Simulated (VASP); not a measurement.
# MnCuAs: cell size and functional

How much does the relaxed cell of MnCuAs depend on the functional? The starting structure is a computed structure from the Materials Project. The first relaxation on each setting starts from this cell expanded by 3 % in volume.

Program: VASP 6.6.1. Level of theory: Kohn-Sham DFT with plane waves and PAW; PBEsol, LDA, PBE, PBEsol + D3(BJ), r2SCAN and r2SCAN + rVV10. Results are calculated unless marked as measured.

**1. The starting structure**

Symmetry: P4/nmm, No. 129, tetragonal system. Conventional cell: a = 3.699 Å, b = 3.699 Å, c = 6.408 Å, α = 90.00°, β = 90.00°, γ = 90.00°. Nearest to As lie 5 Mn at 2.49 to 2.64 Å and 4 Cu at 2.56 Å. Cu has 4 As at 2.56 Å and 4 Cu at 2.62 Å and 4 Mn at 2.84 Å nearest. Mn has 5 As at 2.49 to 2.64 Å and 4 Cu at 2.84 Å nearest. Farther neighbours are not listed.

As a file:

```
As Cu Mn
1.0
     3.69949    0.00000    0.00000
     0.00000    3.69949    0.00000
     0.00000    0.00000    6.40842
As Cu Mn
2 2 2
Direct
  0.50000 0.00000 0.22375
  0.00000 0.50000 0.77625
  0.50000 0.50000 0.50000
  0.00000 0.00000 0.50000
  0.50000 0.00000 0.83598
  0.00000 0.50000 0.16402
```

**2. Relaxation with PBEsol**

PBEsol restores the gradient expansion of exchange and is tuned for the cells of solids. This run starts from the cell of an earlier relaxation, which isn't shown; the restart sets up the plane waves anew.

INCAR

```
SYSTEM = MnCuAs
PREC = Accurate
ENCUT = 450
EDIFF = 1E-06
NELM = 100
ISMEAR = 1
SIGMA = 0.15
LREAL = .FALSE.
ALGO = Normal
GGA = PS
NBANDS = 38
ISPIN = 2
MAGMOM = 0 0 0.6 -0.6 4 -4
LASPH = .TRUE.
LMAXMIX = 4
LORBIT = 11
LWAVE = .FALSE.
LCHARG = .FALSE.
KPAR = 8
IBRION = 2
NSW = 50
ISIF = 3
EDIFFG = -0.006
```

POSCAR

```
MnCuAs
1.0
    3.5819642719      0.0000000000      0.0000000000
    0.0000000000      3.5819643110      0.0000000000
    0.0000000000      0.0000000000      6.3263393452
As Cu Mn
2 2 2
Direct
    0.5000000000      0.0000000000      0.2241442222
    0.0000000000      0.5000000000      0.7758557778
    0.5000000000      0.5000000000      0.4999999863
    0.0000000000      0.0000000000      0.5000000137
    0.5000000000      0.0000000000      0.8508333963
    0.0000000000      0.5000000000      0.1491666037
```

KPOINTS

```
Automatic mesh
0
Gamma
8 8 6
0 0 0
```

PAW data sets: As, Cu and Mn_pv (PBE family, release 64).

Run with:

```
$ mpirun -np 8 vasp_std
```

What it wrote:

```text
[banner, memory and clock lines left out]
running    8 mpi-ranks, on    1 nodes
 distrk:  each k-point on    1 cores,    8 groups
 distr:  one band on    1 cores,    1 groups

 POSCAR found type information on POSCAR AsCuMn
 POSCAR found :  3 types and       6 ions
|                                                                             |
|           W    W    AA    RRRRR   N    N  II  N    N   GGGG   !!!           |
|           W    W   A  A   R    R  NN   N  II  NN   N  G    G  !!!           |
|           W    W  A    A  R    R  N N  N  II  N N  N  G       !!!           |
|           W WW W  AAAAAA  RRRRR   N  N N  II  N  N N  G  GGG   !            |
|           WW  WW  A    A  R   R   N   NN  II  N   NN  G    G                |
|           W    W  A    A  R    R  N    N  II  N    N   GGGG   !!!           |
|                                                                             |
|     For optimal performance we recommend to set                             |
|       NCORE = 2 up to number-of-cores-per-socket                            |
|     NCORE specifies how many cores store one orbital (NPAR=cpu/NCORE).      |
|     This setting can greatly improve the performance of VASP for DFT.       |
|     The default, NCORE=1 might be grossly inefficient on modern             |
|     multi-core architectures or massively parallel machines. Do your        |
|     Unfortunately you need to use the default for GW and RPA                |
|     calculations (for HF NCORE is supported but not extensively tested      |
|     yet).                                                                   |
|                                                                             |

|                                                                             |
|               ----> ADVICE to this user running VASP <----                  |
|                                                                             |
|     You enforced a specific xc type in the INCAR file but a different       |
|     [... a line on the potential file left out ...]
|     I HOPE YOU KNOW WHAT YOU ARE DOING!                                     |
|                                                                             |

 LDA part: xc-table for (Slater+PW92), standard interpolation
 POSCAR, INCAR and KPOINTS ok, starting setup
 FFT: planning ... GRIDC
 FFT: planning ... GRID_SOFT
 FFT: planning ... GRID
 WAVECAR not read
 entering main loop
       N       E                     dE             d eps       ncg     rms          rms(c)
DAV:   1     0.541070244528E+03    0.54107E+03   -0.27064E+04 16600   0.189E+03
DAV:   2     0.840982728104E+01   -0.53266E+03   -0.51594E+03 15224   0.467E+02
DAV:   3    -0.406114948772E+02   -0.49021E+02   -0.45947E+02 17268   0.158E+02
DAV:   4    -0.430769711797E+02   -0.24655E+01   -0.24365E+01 21438   0.366E+01
DAV:   5    -0.431410974057E+02   -0.64126E-01   -0.64100E-01 19008   0.590E+00    0.221E+01
DAV:   6    -0.408839249579E+02    0.22572E+01   -0.64489E+01 21110   0.145E+02    0.127E+01
DAV:   7    -0.385228507511E+02    0.23611E+01   -0.13285E+01 19082   0.742E+01    0.398E+00
DAV:   8    -0.386242055172E+02   -0.10135E+00   -0.16444E+00 19182   0.836E+00    0.310E+00
DAV:   9    -0.386262449464E+02   -0.20394E-02   -0.45166E-01 22846   0.118E+01    0.250E+00
DAV:  10    -0.385755862301E+02    0.50659E-01   -0.13922E-01 21412   0.982E+00    0.618E-01
DAV:  11    -0.385761293109E+02   -0.54308E-03   -0.26465E-02 23934   0.239E+00    0.224E-01
DAV:  12    -0.385761020154E+02    0.27296E-04   -0.48051E-03 23206   0.121E+00    0.103E-01
DAV:  13    -0.385760949020E+02    0.71134E-05   -0.24561E-04 22882   0.308E-01    0.389E-02
DAV:  14    -0.385760982441E+02   -0.33422E-05   -0.66302E-05 23836   0.168E-01    0.174E-02
DAV:  15    -0.385760938691E+02    0.43751E-05   -0.16600E-05 23630   0.688E-02    0.825E-03
DAV:  16    -0.385760934537E+02    0.41536E-06   -0.19906E-06 11330   0.101E-02
   1 F= -.38576093E+02 E0= -.38576027E+02  d E =-.385761E+02  mag=    -0.0000
[...]
2 F= -.38576241E+02 E0= -.38576167E+02  d E =-.147429E-03  mag=    -0.0000
[...]
3 F= -.38576241E+02 E0= -.38576167E+02  d E =-.147690E-03  mag=    -0.0000
[...]
4 F= -.38576242E+02 E0= -.38576168E+02  d E =-.366104E-06  mag=    -0.0000
[...]
5 F= -.38576242E+02 E0= -.38576168E+02  d E =-.108931E-05  mag=    -0.0000
 curvature:  -0.28 expect dE=-0.184E-04 dE for cont linesearch -0.345E-05
 ZBRENT: interpolating
 opt :   0.5140  next Energy=   -38.576244 (dE=-0.328E-05)
 bond charge predicted
       N       E                     dE             d eps       ncg     rms          rms(c)
DAV:   1    -0.385762612988E+02   -0.18592E-04   -0.32452E-04 16046   0.269E-01    0.400E-02
DAV:   2    -0.385762512796E+02    0.10019E-04   -0.18892E-04 15828   0.179E-01    0.350E-02
DAV:   3    -0.385762442752E+02    0.70044E-05   -0.43838E-05 19640   0.910E-02    0.131E-02
DAV:   4    -0.385762429387E+02    0.13365E-05   -0.93719E-06 17042   0.804E-02    0.585E-03
DAV:   5    -0.385762424998E+02    0.43888E-06   -0.14107E-06  8362   0.274E-02
   6 F= -.38576242E+02 E0= -.38576168E+02  d E =-.135585E-05  mag=    -0.0000
 curvature:  -0.18 expect dE=-0.303E-05 dE for cont linesearch -0.434E-07
 trial: gam= 0.69309 g(F)=  0.409E-05 g(S)=  0.130E-04 ort =-0.207E-05 (trialstep = 0.701E+00)
 search vector abs. value=  0.226E-04
 reached required accuracy - stopping structural energy minimisation
```

Wall time 1.7 min (8 MPI ranks of Intel Xeon 6975P-C (Granite Rapids), shared host); peak memory 4.2 GiB.

Lines that name or quote the potential files are left out of all logs, and their timing lines are given in words.

OUTCAR, selected parts (step 2):

```text
ion  position               nearest neighbor table
   1  0.500  0.000  0.224-   5 2.36   3 2.50   3 2.50   4 2.50   4 2.50   6 2.58   6 2.58   6 2.58
                             6 2.58
   2  0.000  0.500  0.776-   6 2.36   4 2.50   4 2.50   3 2.50   3 2.50   5 2.58   5 2.58   5 2.58
                             5 2.58
   3  0.500  0.500  0.500-   1 2.50   1 2.50   2 2.50   2 2.50   4 2.53   4 2.53   4 2.53   4 2.53
                             6 2.85   6 2.85   5 2.85   5 2.85
   4  0.000  0.000  0.500-   2 2.50   2 2.50   1 2.50   1 2.50   3 2.53   3 2.53   3 2.53   3 2.53
                             5 2.85   5 2.85   6 2.85   6 2.85
   5  0.500  0.000  0.851-   1 2.36   2 2.58   2 2.58   2 2.58   2 2.58   4 2.85   4 2.85   3 2.85
                             3 2.85   6 3.16   6 3.16   6 3.16   6 3.16
   6  0.000  0.500  0.149-   2 2.36   1 2.58   1 2.58   1 2.58   1 2.58   3 2.85   3 2.85   4 2.85
                             4 2.85   5 3.16   5 3.16   5 3.16   5 3.16

  LATTYP: Found a simple tetragonal cell.
 ALAT       =     3.5819642719
 C/A-ratio  =     1.7661648372

 Subroutine GETGRP returns: Found 16 space group operations
 (whereof  8 operations were pure point group operations)

The static configuration has the point symmetry D_2d.
 The point group associated with its full space group is D_4h.

 Found    100 irreducible k-points:

   k-points           NKPTS =    100   k-points in BZ     NKDIM =    100   number of bands    NBANDS=     38

   dimension x,y,z NGX =    28 NGY =   28 NGZ =   48
   dimension x,y,z NGXF=    56 NGYF=   56 NGZF=   96

   ENCUT  =  450.0 eV  33.07 Ry    5.75 a.u.   6.20  6.20 10.94*2*pi/ulx,y,z

   NELECT =      58.0000    total number of electrons

 k-points in reciprocal lattice and weights: Automatic mesh
   0.00000000  0.00000000  0.00000000       0.003
   0.12500000  0.00000000  0.00000000       0.005
   0.00000000  0.12500000  0.00000000       0.005
   0.25000000  0.00000000  0.00000000       0.005
   0.00000000  0.25000000  0.00000000       0.005
   0.37500000  0.00000000  0.00000000       0.005
   0.00000000  0.37500000  0.00000000       0.005
   0.50000000  0.00000000  0.00000000       0.003
   0.00000000  0.50000000  0.00000000       0.003
[...]
-0.37500000  0.50000000  0.50000000       0.005
   0.50000000  0.50000000  0.50000000       0.003

 average (electrostatic) potential at core
       1 -46.2558       2 -46.2558       3 -63.1557       4 -63.1557       5 -65.8542
       6 -65.8542

 E-fermi :   8.7413

 spin component 1
 k-point     1 :       0.0000    0.0000    0.0000
  band No.  band energies     occupation
    ...
     26       6.6327      1.00000
     27       7.5420      1.00000
     28       7.9381      1.00000
     29       8.3743      1.00147
     30       8.3743      1.00147
     31       8.9717     -0.02603
     32      10.1817     -0.00000
     33      10.5450     -0.00000
     34      10.5450     -0.00000
     35      11.5835     -0.00000
    ...

 k-point     2 :       0.1250    0.0000    0.0000
  band No.  band energies     occupation
    ...
     26       6.9255      1.00000
     27       7.2754      1.00000
     28       7.9186      1.00000
     29       8.4365      1.00721
     30       8.5518      1.03524
     31       9.1021     -0.00175
     32       9.7426     -0.00000
     33      10.7651     -0.00000
     34      10.8774     -0.00000
     35      11.6252     -0.00000
    ...

 k-point     3 :       0.0000    0.1250    0.0000
  band No.  band energies     occupation
    ...
     26       6.9256      1.00000
     27       7.2754      1.00000
     28       7.9186      1.00000
     29       8.4365      1.00721
     30       8.5518      1.03524
     31       9.1021     -0.00175
     32       9.7426     -0.00000
     33      10.7651     -0.00000
     34      10.8774     -0.00000
     35      11.6252     -0.00000
    ...

 k-point     4 :       0.2500    0.0000    0.0000
  band No.  band energies     occupation
    ...
     25       6.4253      1.00000
     26       6.7459      1.00000
     27       7.0772      1.00000
     28       8.0159      1.00000
     29       8.5802      1.03118
     30       9.0244     -0.01130
     31       9.3544     -0.00000
     32       9.5164     -0.00000
     33      10.3471     -0.00000
     34      11.3344     -0.00000
    ...

 k-point     5 :       0.0000    0.2500    0.0000
  band No.  band energies     occupation
    ...
     25       6.4253      1.00000
     26       6.7459      1.00000
     27       7.0772      1.00000
     28       8.0159      1.00000
     29       8.5802      1.03118
     30       9.0244     -0.01130
     31       9.3544     -0.00000
     32       9.5164     -0.00000
     33      10.3471     -0.00000
     34      11.3344     -0.00000
    ...

 k-point     6 :       0.3750    0.0000    0.0000
  band No.  band energies     occupation
    ...
     25       6.6119      1.00000
     26       6.7659      1.00000
     27       7.0970      1.00000
     28       7.9037      1.00000
     29       8.3448      1.00060
     30       9.2311     -0.00002
     31       9.6027     -0.00000
     32      10.0642     -0.00000
     33      10.3824     -0.00000
     34      11.9675      0.00000
    ...

  Total        0.0158632      0.0158534      0.0333053      0.0000000      0.0000000      0.0000000
  in kB        0.3139506      0.3137553      0.6591480      0.0000000      0.0000000      0.0000000
  external PRESSURE =       0.4289513 kB  Pullay stress =       0.0000000 kB

  energy-cutoff  :      450.00
  volume of cell :       80.95
      direct lattice vectors                 reciprocal lattice vectors
     3.578626142  0.000000000  0.000000000     0.279436845  0.000000000  0.000000000
     0.000000000  3.578628387  0.000000000     0.000000000  0.279436670  0.000000000
     0.000000000  0.000000000  6.321318996     0.000000000  0.000000000  0.158194833

 POSITION                                       TOTAL-FORCE (eV/Angst)
 -----------------------------------------------------------------------------------
      1.78931      0.00000      1.41690         0.000000      0.000000     -0.004863
      0.00000      1.78931      4.90442         0.000000      0.000000      0.004863
      1.78931      1.78931      3.16066         0.000000      0.000000      0.000000
      0.00000      0.00000      3.16066         0.000000      0.000000     -0.000000
      1.78931      0.00000      5.37855         0.000000      0.000000      0.004333
      0.00000      1.78931      0.94277         0.000000      0.000000     -0.004333
 -----------------------------------------------------------------------------------
    total drift:                                0.000000     -0.000000      0.000000

  FREE ENERGIE OF THE ION-ELECTRON SYSTEM (eV)
  ---------------------------------------------------
  free  energy   TOTEN  =       -38.5762424998 eV

  energy  without entropy=      -38.5760201033  energy(sigma->0) =      -38.57616837

 reached required accuracy - stopping structural energy minimisation

 total charge
# of ion       s       p       d       tot
------------------------------------------
    1        1.195   1.584   0.093   2.871
    2        1.195   1.584   0.093   2.871
    3        0.414   0.453   9.208  10.075
    4        0.414   0.453   9.208  10.075
    5        0.254   6.239   5.154  11.647
    6        0.254   6.239   5.154  11.647
--------------------------------------------------
tot          3.724  16.551  28.910  49.186

 magnetization (x)
# of ion       s       p       d       tot
------------------------------------------
    1       -0.009   0.020  -0.003   0.008
    2        0.009  -0.020   0.003  -0.008
    3        0.000   0.000  -0.000  -0.000
    4       -0.000  -0.000   0.000   0.000
    5        0.030   0.037   3.010   3.077
    6       -0.030  -0.037  -3.010  -3.077
--------------------------------------------------
tot          0.000   0.000   0.000   0.000

[... 1 further part left out ...]
```

The PAW data sets were made with PBE, which is usual practice but a small mismatch for other functionals. The run keeps the 8 symmetry operations of its start, so it cannot find a distortion of lower symmetry.

With PBEsol the relaxed cell holds 13.492 Å³ an atom, -7.70 % against the starting cell, with a = 3.579 Å and c = 6.321 Å.

**3. Relaxation with LDA**

LDA, the lowest rung, knows the local density alone. This run starts from the cell of an earlier relaxation, which isn't shown; the restart sets up the plane waves anew.

Edit INCAR of step 2 so:

```diff
@@ -9,3 +9,3 @@
 ALGO = Normal
-GGA = PS
+GGA = CA
 NBANDS = 38
```

POSCAR

```
MnCuAs
1.0
    3.4800394976      0.0000000000      0.0000000000
    0.0000000000      3.4800395394      0.0000000000
    0.0000000000      0.0000000000      6.2775788316
As Cu Mn
2 2 2
Direct
    0.5000000000      0.0000000000      0.2198947346
    0.0000000000      0.5000000000      0.7801052654
    0.5000000000      0.5000000000      0.4999999865
    0.0000000000      0.0000000000      0.5000000135
    0.5000000000      0.0000000000      0.8529043510
    0.0000000000      0.5000000000      0.1470956490
```

KPOINTS is that of step 2.

The projector-augmented-wave data sets are As, Cu and Mn_pv (LDA family, release 64).

Run with:

```
$ mpirun -np 8 vasp_std
```

What it wrote:

```text
[banner, memory and clock lines left out]
running    8 mpi-ranks, on    1 nodes
[...]
[... a notice as in an earlier step ...]

 LDA part: xc-table for (Slater(with rela. corr.)+CA(PZ))
 , standard interpolation
 POSCAR, INCAR and KPOINTS ok, starting setup
[...]
entering main loop
       N       E                     dE             d eps       ncg     rms          rms(c)
DAV:   1     0.547824238305E+03    0.54782E+03   -0.26963E+04 16416   0.194E+03
DAV:   2     0.869988707224E+01   -0.53912E+03   -0.52188E+03 15230   0.478E+02
DAV:   3    -0.418355411644E+02   -0.50535E+02   -0.47335E+02 17394   0.163E+02
DAV:   4    -0.442950416782E+02   -0.24595E+01   -0.24341E+01 22140   0.375E+01
[...]
DAV:  14    -0.403092749963E+02   -0.15348E-04   -0.88346E-05 20972   0.685E-02    0.187E-02
DAV:  15    -0.403092717754E+02    0.32208E-05   -0.77988E-06 21302   0.319E-02    0.704E-03
DAV:  16    -0.403092715436E+02    0.23183E-06   -0.15383E-06  9416   0.196E-02
   1 F= -.40309272E+02 E0= -.40308894E+02  d E =-.403093E+02  mag=     0.0000
[... from here on, the cycles between the ionic steps are left out ...]
   2 F= -.40309446E+02 E0= -.40309118E+02  d E =-.174579E-03  mag=    -0.0000
   3 F= -.40309501E+02 E0= -.40309156E+02  d E =-.229952E-03  mag=    -0.0000
   4 F= -.40309495E+02 E0= -.40309155E+02  d E =-.223306E-03  mag=     0.0000
   5 F= -.40309499E+02 E0= -.40309157E+02  d E =-.227210E-03  mag=    -0.0000
   6 F= -.40309501E+02 E0= -.40309158E+02  d E =-.229203E-03  mag=     0.0000
   7 F= -.40309501E+02 E0= -.40309157E+02  d E =-.229796E-03  mag=     0.0000
   8 F= -.40309511E+02 E0= -.40309162E+02  d E =-.100702E-04  mag=    -0.0000
   9 F= -.40309511E+02 E0= -.40309163E+02  d E =-.998513E-05  mag=    -0.0000
[...]
reached required accuracy - stopping structural energy minimisation
```

It took 1.7 min on 8 MPI ranks; peak memory 3.6 GiB.

OUTCAR, selected parts (step 3):

```text
  Total       -0.0327034     -0.0326989     -0.0129681      0.0000000      0.0000000      0.0000000
  in kB       -0.6908815     -0.6907860     -0.2739608      0.0000000      0.0000000      0.0000000
  external PRESSURE =      -0.5518761 kB  Pullay stress =       0.0000000 kB

 POSITION                                       TOTAL-FORCE (eV/Angst)
 -----------------------------------------------------------------------------------
      1.73829      0.00000      1.37959         0.000000      0.000000     -0.005067
      0.00000      1.73829      4.89511         0.000000      0.000000      0.005067
      1.73829      1.73829      3.13735         0.000000      0.000000     -0.000000
      0.00000      0.00000      3.13735         0.000000      0.000000      0.000000
      1.73829      0.00000      5.35178         0.000000      0.000000      0.002237
      0.00000      1.73829      0.92292         0.000000      0.000000     -0.002237
 -----------------------------------------------------------------------------------
    total drift:                                0.000000      0.000000      0.000000

  FREE ENERGIE OF THE ION-ELECTRON SYSTEM (eV)
  ---------------------------------------------------
  free  energy   TOTEN  =       -40.3095113249 eV

  energy  without entropy=      -40.3084663379  energy(sigma->0) =      -40.30916300

 magnetization (x)
# of ion       s       p       d       tot
------------------------------------------
    1       -0.004   0.016  -0.004   0.008
    2        0.004  -0.016   0.004  -0.008
    3       -0.000   0.000  -0.000  -0.000
    4        0.000  -0.000   0.000   0.000
    5        0.022   0.026   2.391   2.440
    6       -0.022  -0.026  -2.391  -2.440
--------------------------------------------------
tot          0.000   0.000  -0.000  -0.000

[... 2 parts as in an earlier step ...]

[... 2 further parts left out ...]
[key lines of the parts left out:]
E-fermi :   9.4580
```

Logs of long relaxations may skip ionic steps without a mark.

With LDA the relaxed cell holds 12.640 Å³ an atom, -13.53 % against the starting cell, with a = 3.477 Å and c = 6.275 Å. That is -6.32 % from PBEsol.

(Part 1 of 2 ends here.)

[Lines on the potential files, build, host, timing and source positions are cut from VASP's logs without a mark.]

[Logs are printed without paths, hosts, clocks, repeated set-up lines and the standing remarks that a program may print on its own settings, such as how far it seeks lower states.]

[Hosts, paths, dates, database ids (printed as entryN), source tags and the programs' standing remarks are cut or masked in the printed files.]
